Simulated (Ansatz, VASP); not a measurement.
## Bi (liquid Bi at 550 K) in two plane-wave programs

Aim: how closely do two programs agree when they are given the same cell, functional and k mesh? Of the first pair: The structure shown is the start of the Ansatz relaxation below; VASP solves that cell, so the two are compared at the walk's first step.

Main program and level: Ansatz 0.2.0; plane waves, with VASP 6.6.1 beside it; single point at PBE.

## 1. Starting point

The cell holds 85 atoms: 85 Bi. Cell: a = 14.328 Å, b = 14.328 Å, c = 14.328 Å, α = 90.0°, β = 90.0°, γ = 90.0°. As first built, before any earlier steps moved the atoms (in the runner's words): 85 atoms (85 Bi) packed at random and pushed apart as soft spheres at 10 g/cm^3; MD (Langevin at fixed volume unless said) with the MACE-MP-0b2 small potential (Batatia et al., arXiv:2401.00096), steps of 3 fs: 1.5 ps at 820 K, 820 to 550 K in 0.9 ps, 3 ps at 550 K.

## 2. Ansatz: relaxation, PBE

Ansatz runs on its default PAW (the set named soft_2) files.

The two programs are compared at the cell with which this relaxation starts, whose forces are those of its first step.

File input.yaml:

```yaml
crystal:
  lattice:
    - [14.3276, 0.0, 0.0]
    - [0.0, 14.3276, 0.0]
    - [0.0, 0.0, 14.3276]
  atoms:
    - { symbol: Bi, position: [0.47453, 0.57014, 0.25567] }
    - { symbol: Bi, position: [0.92151, 0.28693, 0.4797] }
    - { symbol: Bi, position: [0.7583, 0.62681, 0.43664] }
    - { symbol: Bi, position: [0.4922, 0.39761, 0.9023] }
    - { symbol: Bi, position: [0.37784, 0.01998, 0.15449] }
    - { symbol: Bi, position: [0.44127, 0.79545, 0.27454] }
    - { symbol: Bi, position: [0.09657, 0.65734, 0.61212] }
    - { symbol: Bi, position: [0.58205, 0.52289, 0.52972] }
    - { symbol: Bi, position: [0.75845, 0.49242, 0.15281] }
    - { symbol: Bi, position: [0.22223, 0.06183, 0.96838] }
    - { symbol: Bi, position: [0.54784, 0.61979, 0.0305] }
    - { symbol: Bi, position: [0.21936, 0.24828, 0.58668] }
    - { symbol: Bi, position: [0.34488, 0.31745, 0.4055] }
    - { symbol: Bi, position: [0.60155, 0.86061, 0.40921] }
    - { symbol: Bi, position: [0.072, 0.99769, 0.44377] }
    - { symbol: Bi, position: [0.31212, 0.65444, 0.0998] }
    - { symbol: Bi, position: [0.43294, 0.17488, 0.00938] }
    - { symbol: Bi, position: [0.55772, 0.39396, 0.35513] }
    - { symbol: Bi, position: [0.26354, 0.57406, 0.46192] }
    - { symbol: Bi, position: [0.38255, 0.50437, 0.62468] }
    - { symbol: Bi, position: [0.2194, 0.4052, 0.05386] }
    - { symbol: Bi, position: [0.83379, 0.79712, 0.26731] }
    - { symbol: Bi, position: [0.59067, 0.97622, 0.67262] }
    - { symbol: Bi, position: [0.90627, 0.22489, 0.15931] }
    - { symbol: Bi, position: [0.87176, 0.9479, 0.08636] }
    - { symbol: Bi, position: [0.69795, 0.30334, 0.91564] }
    - { symbol: Bi, position: [0.74376, 0.06279, 0.53376] }
    - { symbol: Bi, position: [0.99163, 0.43196, 0.12621] }
    - { symbol: Bi, position: [0.02409, 0.97083, 0.21784] }
    - { symbol: Bi, position: [0.76592, 0.54987, 0.91725] }
    - { symbol: Bi, position: [0.94599, 0.62377, 0.17514] }
    - { symbol: Bi, position: [0.74499, 0.92159, 0.82812] }
    - { symbol: Bi, position: [0.62437, 0.04134, 0.99883] }
    - { symbol: Bi, position: [0.4419, 0.86982, 0.81785] }
    - { symbol: Bi, position: [0.81412, 0.16722, 0.76466] }
    - { symbol: Bi, position: [0.96653, 0.57805, 0.83425] }
    - { symbol: Bi, position: [0.33327, 0.29247, 0.17825] }
    - { symbol: Bi, position: [0.03477, 0.7592, 0.42818] }
    - { symbol: Bi, position: [0.88321, 0.67071, 0.63588] }
    - { symbol: Bi, position: [0.44448, 0.70904, 0.46604] }
    - { symbol: Bi, position: [0.34186, 0.1051, 0.75575] }
    - { symbol: Bi, position: [0.63997, 0.87027, 0.15297] }
    - { symbol: Bi, position: [0.39468, 0.59683, 0.8659] }
    - { symbol: Bi, position: [0.65598, 0.2577, 0.59869] }
    - { symbol: Bi, position: [0.11391, 0.67015, 0.99644] }
    - { symbol: Bi, position: [0.84738, 0.09071, 0.31691] }
    - { symbol: Bi, position: [0.9011, 0.1129, 0.9626] }
    - { symbol: Bi, position: [0.42907, 0.27225, 0.6533] }
    - { symbol: Bi, position: [0.25499, 0.86228, 0.37723] }
    - { symbol: Bi, position: [0.45605, 0.85478, 0.03891] }
    - { symbol: Bi, position: [0.11174, 0.43761, 0.58504] }
    - { symbol: Bi, position: [0.22108, 0.80881, 0.8524] }
    - { symbol: Bi, position: [0.19474, 0.85541, 0.14616] }
    - { symbol: Bi, position: [0.95504, 0.09938, 0.59783] }
    - { symbol: Bi, position: [0.13315, 0.15124, 0.15785] }
    - { symbol: Bi, position: [0.80959, 0.42284, 0.62742] }
    - { symbol: Bi, position: [0.99269, 0.32653, 0.73289] }
    - { symbol: Bi, position: [0.64147, 0.48708, 0.75064] }
    - { symbol: Bi, position: [0.93036, 0.36952, 0.92699] }
    - { symbol: Bi, position: [0.1307, 0.24731, 0.94742] }
    - { symbol: Bi, position: [0.79791, 0.43531, 0.34825] }
    - { symbol: Bi, position: [0.32561, 0.75488, 0.66813] }
    - { symbol: Bi, position: [0.83006, 0.83798, 0.48749] }
    - { symbol: Bi, position: [0.64783, 0.76765, 0.63251] }
    - { symbol: Bi, position: [0.28802, 0.07423, 0.34797] }
    - { symbol: Bi, position: [0.36384, 0.97002, 0.54474] }
    - { symbol: Bi, position: [0.18967, 0.91672, 0.65589] }
    - { symbol: Bi, position: [0.1056, 0.11606, 0.74755] }
    - { symbol: Bi, position: [0.18142, 0.5658, 0.79977] }
    - { symbol: Bi, position: [0.47684, 0.13558, 0.46733] }
    - { symbol: Bi, position: [0.88466, 0.74567, 0.95598] }
    - { symbol: Bi, position: [0.51111, 0.39127, 0.1157] }
    - { symbol: Bi, position: [0.16237, 0.42324, 0.28066] }
    - { symbol: Bi, position: [0.54983, 0.15946, 0.80629] }
    - { symbol: Bi, position: [0.27609, 0.36938, 0.83358] }
    - { symbol: Bi, position: [0.67495, 0.67376, 0.24703] }
    - { symbol: Bi, position: [0.66749, 0.21369, 0.10378] }
    - { symbol: Bi, position: [0.97771, 0.53893, 0.43584] }
    - { symbol: Bi, position: [0.15508, 0.64631, 0.25868] }
    - { symbol: Bi, position: [0.63519, 0.74361, 0.85337] }
    - { symbol: Bi, position: [0.66023, 0.20452, 0.35678] }
    - { symbol: Bi, position: [0.5536, 0.02691, 0.27424] }
    - { symbol: Bi, position: [0.09488, 0.21274, 0.38112] }
    - { symbol: Bi, position: [0.04465, 0.93141, 0.92352] }
    - { symbol: Bi, position: [0.93646, 0.86217, 0.74434] }
kpoints:
  mp_grid: { grid: [1, 1, 1] }
hamiltonian:
  xc: pbe
scf:
  occupations: { method: cold, width: 0.15 }
output:
  forces: true
relax:
  f_tol: 0.03
  max_steps: 55
  cell: {}
```

Command:

```
$ ansatz run input.yaml --threads 4 --pin off --max-ram 8192MiB --backend cpu --events-out ev --progress --plain --runs-dir out
```

Numbers of over 12 decimals in the logs are rounded to 6 here.

Log:

```text
Engine: ansatz 0.2.0, aarch64-unknown-linux-gnu
Pseudopotentials: kind: paw
Pseudopotential: Bi, paw, valence charge 15, recommended cutoff 420 eV (normal), Bi.paw.azcp
Functional definition: PBE
  parameter kappa = 0.804
  parameter beta = 0.066725
  exchange = pbe_x(kappa = kappa, mu = beta*pi^2/3)
  correlation = pbe_c(beta = beta)
Crystal: 85 atoms, lattice volume = 2941.171 Å³
Basis set: ecut = 420 eV, 57555 PW (Γ), exchange–correlation on 192×192×192 points (8 copies of the dense FFT grid, shifted against one another)
Bands: 765, of which v1, the nominal top of the filled ones, is band 638 counted from 1 (637 counted from 0)
Symmetry: 1 space group operations
Space group: P1 (ITA 1), of the structure as read, at distance tolerance 1.4e-4 Å
k-points: 1
Non-local potential: Bi, projectors of the file, l = 0: 2, l = 1: 2, l = 2: 2, l = 3: 2
PAW form: soft (Blöchl's): semilocal exchange-correlation on the pseudo side does not see the compensation charge
PAW one-centre angular grid: Bi, 590 points (default); XC on 64 Gauss nodes
Initial density: superposition of atomic densities (neutral atoms: chi_scale 0, normalization atom), corrected by the library's trained network
Initial wavefunctions: pseudopotential atomic-orbital guess
Functional: x = pbe(κ = 0.804, μ = 0.219515), c = pbe(β = 0.066725)
SCF iter   1: F=—  HF=-1053690.875508 eV  |F-HF|=—  |Δ(HF+E_count)|=         —  Δρ=2.76e-3  dr2=7.40e-1  ethr=1.77e-3  ⟨swp⟩=7.0  Hψ=2957  notcnv=0
preconditioner: auto → Kerker (q_TF=auto, 2.374 Å⁻¹)  [metal: Δε(μ)=0.027 eV  Ē_g=19.366 eV  σ=0.150 eV  W_gap=0.12  n_scr=690 (ndim 8)  ℏωp=24.4 eV  f_vac=0.004  D(μ)=63.06/eV (n_scr^D=388)]
SCF iter   2: F=—  HF=-1053690.833210 eV  |F-HF|=—  |Δ(HF+E_count)|=   4.23e-2  S|Δr|=    0.00e0  Δρ=1.77e-3  dr2=3.18e-1  ethr=5.80e-5  ⟨swp⟩=1.0  Hψ=880  notcnv=0
SCF iter   3: F=—  HF=-1053690.791477 eV  |F-HF|=—  |Δ(HF+E_count)|=   4.17e-2  S|Δr|=    0.00e0  Δρ=3.51e-4  dr2=1.12e-2  ethr=2.50e-5  ⟨swp⟩=2.0  Hψ=797  notcnv=0
SCF iter   4: F=—  HF=-1053690.791943 eV  |F-HF|=—  |Δ(HF+E_count)|=   4.66e-4  S|Δr|=    0.00e0  Δρ=1.46e-4  dr2=1.90e-3  ethr=8.75e-7  ⟨swp⟩=2.0  Hψ=881  notcnv=0
SCF iter   5: F=—  HF=-1053690.792080 eV  |F-HF|=—  |Δ(HF+E_count)|=   1.38e-4  S|Δr|=    0.00e0  Δρ=4.56e-5  dr2=2.49e-4  ethr=1.49e-7  ⟨swp⟩=2.0  Hψ=797  notcnv=0
SCF iter   6: F=—  HF=-1053690.792124 eV  |F-HF|=—  |Δ(HF+E_count)|=   4.33e-5  S|Δr|=    0.00e0  Δρ=1.85e-5  dr2=3.46e-5  ethr=1.95e-8  ⟨swp⟩=2.0  Hψ=854  notcnv=0
SCF iter   7: F=—  HF=-1053690.795838 eV  |F-HF|=—  |Δ(HF+E_count)|=   3.71e-3  S|Δr|=    0.00e0  Δρ=7.15e-6  dr2=7.09e-6  ethr=2.72e-9  ⟨swp⟩=2.0  Hψ=978  notcnv=0
SCF iter   8: F=—  HF=-1053690.795839 eV  |F-HF|=—  |Δ(HF+E_count)|=   9.73e-7  S|Δr|=    0.00e0  Δρ=2.98e-6  dr2=1.20e-6  ethr=5.56e-10  ⟨swp⟩=2.0  Hψ=806  notcnv=0
SCF iter   9: F=—  HF=-1053690.795840 eV  |F-HF|=—  |Δ(HF+E_count)|=   1.89e-7  S|Δr|=    0.00e0  Δρ=1.17e-6  dr2=2.25e-7  ethr=9.38e-11  ⟨swp⟩=2.0  Hψ=880  notcnv=0
SCF iter  10: F=-1053690.795840 eV  HF=-1053690.795840 eV  |F-HF|=1.02e-8  |Δ(HF+E_count)|=   2.82e-8  S|Δr|=    0.00e0  Δρ=5.10e-7  dr2=2.84e-8  ethr=7.84e-12  ⟨swp⟩=4.0  Hψ=2171  notcnv=0
SCF 1 converged in 10 iterations: F = -1053690.795840 eV  dr2 = 2.84e-8
  greatest PAW one-centre occupation: 0.988 electrons in one spin orbital (limit 2), on the Bi atom at site 70 (counted from 0), in its partial waves of l = 2
relax step   1: F+E_penalty+E_count = -1053690.79583962 eV  Δ(F+E_penalty+E_count) = +0.000e0 eV  max|allowed force component| = 1.485e0 eV/Å  Δτ_max = 0.0000 Å  P = +1.480 GPa  Ω = 2941.171 Å³  (10 SCF iters, dr2 threshold 1.00e-7 eV, accepted)
Crystal: 85 atoms, lattice volume = 3025.650 Å³
Basis set: ecut = 420 eV, 59097 PW (Γ), exchange–correlation on 192×192×192 points (8 copies of the dense FFT grid, shifted against one another)
Initial density: handed on by an earlier stage of this run
Initial wavefunctions: those handed on with the density
iter 1 solved again at ethr=1.72e-5 eV; its pass at ethr=3.10e-3 eV (dr2=2.19e-1 eV) is discarded
SCF iter   1: F=—  HF=-1053694.480067 eV  |F-HF|=—  |Δ(HF+E_count)|=         —  Δρ=2.24e-3  dr2=2.13e-1  ethr=1.72e-5  ⟨swp⟩=3.0  Hψ=3635  notcnv=0
preconditioner: auto → Kerker (q_TF=auto, 2.362 Å⁻¹)  [metal: Δε(μ)=0.033 eV  Ē_g=19.228 eV  σ=0.150 eV  W_gap=0.14  n_scr=690 (ndim 8)  ℏωp=24.1 eV  f_vac=0.005  D(μ)=59.90/eV (n_scr^D=352)]
SCF iter   2: F=—  HF=-1053694.469119 eV  |F-HF|=—  |Δ(HF+E_count)|=   1.09e-2  S|Δr|=    0.00e0  Δρ=1.42e-3  dr2=8.72e-2  ethr=1.67e-5  ⟨swp⟩=1.0  Hψ=765  notcnv=0
SCF iter   3: F=—  HF=-1053694.465678 eV  |F-HF|=—  |Δ(HF+E_count)|=   3.44e-3  S|Δr|=    0.00e0  Δρ=2.35e-4  dr2=4.30e-3  ethr=6.84e-6  ⟨swp⟩=3.0  Hψ=1264  notcnv=0
[...]
atom  65  Bi    -0.00262614    -0.00249736     0.00242288
  atom  66  Bi    -0.00700022     0.00193978     0.00605182
  atom  67  Bi    -0.00420062    -0.00149360     0.01467757
  atom  68  Bi     0.00049032     0.00316820     0.00249258
  atom  69  Bi     0.00279909    -0.00925116     0.00448178
  atom  70  Bi     0.01066328     0.00764761    -0.01504583
  atom  71  Bi    -0.00861578    -0.00699028    -0.00575067
  atom  72  Bi     0.00266113     0.00483357     0.00056960
  atom  73  Bi    -0.00132276    -0.00512679     0.00033146
  atom  74  Bi    -0.00351974     0.00263584    -0.00161149
  atom  75  Bi    -0.01242035    -0.00205252    -0.00857876
  atom  76  Bi     0.00370777     0.00905269    -0.00076747
  atom  77  Bi    -0.00099212     0.00030188     0.00183881
  atom  78  Bi    -0.00320126    -0.01173631     0.00628788
  atom  79  Bi    -0.00574834     0.00009932    -0.00246180
  atom  80  Bi     0.00260343     0.00295626     0.00459201
  atom  81  Bi    -0.00120541    -0.00400774     0.00015899
  atom  82  Bi     0.00496513    -0.00094982    -0.00561596
  atom  83  Bi     0.00198911    -0.00207448    -0.00424665
  atom  84  Bi    -0.00413845     0.00527303    -0.00590662
  atom  85  Bi    -0.00367005     0.00161235     0.00732262
  max |Σ_I F_I| component: 6.73e-7 eV/Å
--- Stress (GPa, compression-positive) ---
        0.003832      -0.004813      -0.003540
       -0.004813       0.006627      -0.007634
       -0.003540      -0.007634       0.000806
  P = ⅓ Tr σ = 0.0038 GPa (0.038 kbar)
--- Relaxed structure (46 steps of the walk, 46 accepted, 1 SCFs on fresh bases) ---
  F+E_penalty+E_count = -1053703.80770189 eV   max|allowed force component| = 1.827e-2 eV/Å   (the final SCF, on the basis selected at the relaxed cell)
  cell:  # Å, volume = 2925.1408 Å³
    - [14.491295, -0.872611, -0.370544]
    - [-0.872611, 14.164748, -0.998308]
    - [-0.370544, -0.998308, 14.386869]
  atoms:
    - { symbol: Bi, position: [0.395529, 0.534018, 0.262586] }
    - { symbol: Bi, position: [0.913680, 0.275274, 0.462280] }
    - { symbol: Bi, position: [0.682605, 0.631829, 0.369859] }
    - { symbol: Bi, position: [0.459425, 0.340491, 0.888492] }
    - { symbol: Bi, position: [0.304856, 0.062021, 0.190525] }
    - { symbol: Bi, position: [0.423812, 0.772837, 0.225927] }
    - { symbol: Bi, position: [0.082918, 0.697513, 0.603503] }
    - { symbol: Bi, position: [0.653801, 0.535636, 0.558803] }
    - { symbol: Bi, position: [0.745616, 0.545340, 0.160217] }
    - { symbol: Bi, position: [0.286638, 0.025533, 0.913569] }
    - { symbol: Bi, position: [0.553175, 0.531988, 0.0012961] }
    - { symbol: Bi, position: [0.192867, 0.274529, 0.681325] }
    - { symbol: Bi, position: [0.342109, 0.286291, 0.446274] }
    - { symbol: Bi, position: [0.620280, 0.870053, 0.388535] }
    - { symbol: Bi, position: [0.050006, 0.989808, 0.433598] }
    - { symbol: Bi, position: [0.362771, 0.595741, 0.059851] }
    - { symbol: Bi, position: [0.415905, 0.199722, 0.041940] }
    - { symbol: Bi, position: [0.543912, 0.369384, 0.389515] }
    - { symbol: Bi, position: [0.287451, 0.502253, 0.475310] }
    - { symbol: Bi, position: [0.445289, 0.575290, 0.646617] }
    - { symbol: Bi, position: [0.139494, 0.499751, 0.047090] }
    - { symbol: Bi, position: [0.847505, 0.812702, 0.202255] }
    - { symbol: Bi, position: [0.687568, 0.955543, 0.618293] }
    - { symbol: Bi, position: [0.900890, 0.223551, 0.229977] }
[...]
- { symbol: Bi, position: [0.969441, 0.528243, 0.439246] }
    - { symbol: Bi, position: [0.205078, 0.620404, 0.267477] }
    - { symbol: Bi, position: [0.690335, 0.705386, 0.882542] }
    - { symbol: Bi, position: [0.642977, 0.199172, 0.302867] }
    - { symbol: Bi, position: [0.496781, 0.010584, 0.272910] }
    - { symbol: Bi, position: [0.120230, 0.214540, 0.452205] }
    - { symbol: Bi, position: [0.020494, 0.983485, 0.978714] }
    - { symbol: Bi, position: [0.912766, 0.881985, 0.771313] }
```

(Part 1 of 3 ends here.)

[Lines on the potential files, build, host, timing and source positions are cut from VASP's logs without a mark.]

[Logs are printed without paths, hosts, clocks, repeated set-up lines and the standing remarks that a program may print on its own settings, such as how far it seeks lower states.]

[Hosts, paths, dates, database ids (printed as entryN), source tags and the programs' standing remarks are cut or masked in the printed files.]
